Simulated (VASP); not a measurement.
An input for Quantum ESPRESSO's pw.x (written as the equivalent of a VASP run, and not itself run):

```
&CONTROL
  calculation = 'scf'
  pseudo_dir = './pseudo'
  outdir = './out'
  tprnfor = .true.
  tstress = .true.
/
&SYSTEM
  ibrav = 0
  nat = 2
  ntyp = 1
  ecutwfc = 100
  occupations = 'smearing'
  smearing = 'fermi-dirac'
  degauss = 0.00735
  input_dft = 'pbe'
/
&ELECTRONS
  conv_thr = 7.3e-08
  electron_maxstep = 100
/
ATOMIC_SPECIES
  Lu 174.967 Lu.upf
CELL_PARAMETERS angstrom
     1.7130750   -2.9671330    0.0000000
     1.7130750    2.9671330    0.0000000
     0.0000000    0.0000000    5.4328950
ATOMIC_POSITIONS crystal
  Lu   0.3333330  0.6666670  0.2500000
  Lu   0.6666670  0.3333330  0.7500000
K_POINTS automatic
  10 10 6 0 0 0
```

Problem. Translate this input to VASP (INCAR, KPOINTS, POSCAR, choice of POTCAR).

Solution. Several could match; the one computed here: 
### KPOINTS
```
Automatic mesh
0
Gamma
10 10 6
0 0 0
```

INCAR:
```
EDIFF  =  1E-6   # SCF stop (eV)
LREAL  =  .False.   # projection in real space or not
ENCUT  =  300
SYSTEM  =  Lu
ALGO  =  Normal
NELM  =  100
SIGMA  =  0.1   # width (eV)
PREC  =  Accurate
LWAVE  =  .False.
ISIF  =  2   # forces and stress, cell fixed
LCHARG  =  .False.
LASPH  =  .True.
ISMEAR  =  -1   # Fermi-Dirac
LMAXMIX  =  6   # l cut-off of mixed one-centre charges
GGA  =  PE
```

POSCAR:
```
Lu
10.865790
  0.1576576577  -0.2730710790   0.0000000000
  0.1576576577   0.2730710790   0.0000000000
  0.0000000000   0.0000000000   0.5000000000
Lu
2
Cart
  0.1576576577   0.0910238751   0.1250000000
  0.1576576577  -0.0910238751   0.3750000000
```

POTCAR, in this order: Lu_3 (PBE.64 set). Program: vasp_std.

The two are equivalent in intent, not identical: the potentials are each code's own (VASP's PAW set, PseudoDojo norm-conserving files in pw.x), so ENCUT and ecutwfc are chosen apart and not converted; conv_thr bounds pw.x's estimated SCF error, while EDIFF bounds the energy change between steps.

The structure is a typed Lu crystal (P6_3/mmc). The cell was not relaxed at this level.
